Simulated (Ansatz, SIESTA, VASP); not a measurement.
# Ge2Sb2Te5: 3 runs at one level of theory

```
Te Sb Ge
1.0
     6.83914   -3.06601    0.00000
     6.83914    3.06601    0.00000
    -6.83098    0.00000    6.84761
Te Sb Ge
5 2 2
Direct
  0.59470 0.59470 0.38643
  0.79529 0.79529 0.19611
  0.00832 0.00832 0.00643
  0.20652 0.20652 0.80980
  0.39996 0.39996 0.59712
  0.90171 0.90171 0.58787
  0.11187 0.11187 0.41735
  0.28429 0.28429 0.18783
  0.49734 0.49734 0.01104
```

The cell comes from a database or a generator and needn't be the stable form of this composition.

Alike in all runs: task band structure; functional PBE; k mesh 5 × 5 × 4; occupations fermi-dirac, width 0.05 eV; no spin polarisation; no spin-orbit coupling. Pressure is positive in compression and, in plane waves, holds the error of the finite cutoff, which Ansatz's Pulay term estimates and takes out. Gaps are the smaller of the mesh's and the band path's.

```csv
program and potentials,plane-wave cutoff (eV),notes,band gap (eV),pressure (GPa),largest force (eV/Å)
"Ansatz, Ansatz PAW",420,15.33 valence electrons an atom on average; Pulay term of +0.03 GPa included,no gap,-0.08,0.196
"VASP, PBE PAW files Ge_d, Sb, Te, 520 eV",520,7.56 valence electrons an atom on average,0.05,-0.10,0.187
"SIESTA, files PseudoDojo sr-pbe-0.4.1-standard, DZP (energy shift 0.003 Ry; two zetas on semicore shells)",-,atomic basis; 15.33 valence electrons an atom on average,0.06,1.00,0.296
```

Force on atom 8 (Ge), eV/Å:

| program and potentials | x | y | z |
| --- | --- | --- | --- |
| Ansatz, Ansatz PAW | -0.194 | 0.000 | -0.030 |
| VASP, PBE PAW files Ge_d, Sb, Te, 520 eV | -0.184 | 0.000 | -0.029 |
| SIESTA, files PseudoDojo sr-pbe-0.4.1-standard, DZP (energy shift 0.003 Ry; two zetas on semicore shells) | -0.067 | 0.000 | 0.033 |

The band gap spans no gap (Ansatz, Ansatz PAW) to 0.06 eV (SIESTA, files PseudoDojo sr-pbe-0.4.1-standard, DZP (energy shift 0.003 Ry; two zetas on semicore shells)). The pressure spans -0.10 (VASP, PBE PAW files Ge_d, Sb, Te, 520 eV) to 1.00 GPa (SIESTA, files PseudoDojo sr-pbe-0.4.1-standard, DZP (energy shift 0.003 Ry; two zetas on semicore shells)). Spin-orbit coupling, left out here, moves the band edges of heavy atoms. The paths' points differ, which is worth about 0.01 eV. Rows in atomic bases carry the error of their basis and grid, which can be large.

Differences between rows come from potentials, basis sets and numerical settings, since the functional is the same but for its coding. Runs on potential files found faulty are left out.
